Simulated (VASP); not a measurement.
Here is the system:

```xyz
6
Lattice="3.6495 0.0000 0.0000 -1.8248 3.1606 0.0000 0.0000 0.0000 12.0729" Properties=species:S:1:pos:R:3 pbc="T T T"
Sn     0.0000     2.1070     7.5458
Sn     1.8248     1.0535     1.5093
S      1.8248     1.0535     9.0205
S      0.0000     2.1070     2.9840
S      0.0000     0.0000     0.0339
S      0.0000     0.0000     6.0704
```

The numbers are results of PBEsol GGA with spin-orbit coupling, VASP's PBE PAW potentials (set 64) (plane waves; VASP), not measurements. Run with 400 eV cut-off, 6×6×2 Γ-centred mesh, Gaussian smearing of 0.050 eV, potentials Sn_d S.

Without a dispersion term in the relaxation, distances and binding between the weakly bound layers, chains or molecules are unreliable, and so is what depends on them.

Problem. Give the energies of bands 43 to 56 at the high-symmetry points, in eV from the valence-band maximum.

Solution. 
```tsv
band	Γ	M	K	A	L	H
43	-0.26	-2.12	-3.25	-0.52	-2.18	-3.34
44	-0.26	-2.12	-3.22	-0.52	-2.18	-3.34
45	-0.21	-0.84	-1.24	-0.20	-0.73	-0.80
46	-0.21	-0.84	-1.24	-0.20	-0.73	-0.80
47	-0.15	-0.50	-0.85	-0.20	-0.73	-0.79
48	-0.15	-0.50	-0.85	-0.20	-0.73	-0.79
49	-0.11	-0.35	-0.84	-0.15	-0.36	-0.78
50	-0.11	-0.35	-0.84	-0.15	-0.36	-0.78
51	-0.05	-0.22	-0.35	-0.15	-0.36	-0.78
52	-0.05	-0.22	-0.35	-0.15	-0.36	-0.78
53	1.95	1.24	2.63	2.61	1.53	2.53
54	1.95	1.24	2.63	2.61	1.53	2.53
55	3.06	1.61	2.63	2.61	1.53	2.53
56	3.06	1.61	2.64	2.61	1.53	2.53
```

The gap is indirect, 1.24 eV, from the valence maximum at (0.17, 0.00, 0.00) to the conduction minimum at M.

The structure comes from a computed database's SnS2 entry (P6_3mc); how it stands against other phases isn't given here. It was relaxed first.
